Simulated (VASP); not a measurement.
```
CELL_PARAMETERS angstrom
      0.00000     2.74637     2.74637
      2.74637     0.00000     2.74637
      2.74637     2.74637     0.00000
ATOMIC_POSITIONS crystal
  Cd 0.00000 0.00000 0.00000
  F  0.25000 0.25000 0.25000
  F  0.75000 0.75000 0.75000
```

The numbers are results of PBE GGA, VASP's PBE PAW potentials (set 64) (plane waves; VASP), not measurements. Run with 520 eV cut-off, 6×6×6 Γ-centred mesh, Gaussian smearing of 0.050 eV, potentials Cd F.

Problem. Predict the energy per atom (σ→0).

Solution. 
```
Quantity                       Result
---------------------  --------------
energy per atom (σ→0)  -3.635 eV/atom
```

The absolute energy has meaning only against runs of the same code, potentials and settings.

The compound is CdF2 in the fluorite structure. It was relaxed first, which changed the volume by +6 %.
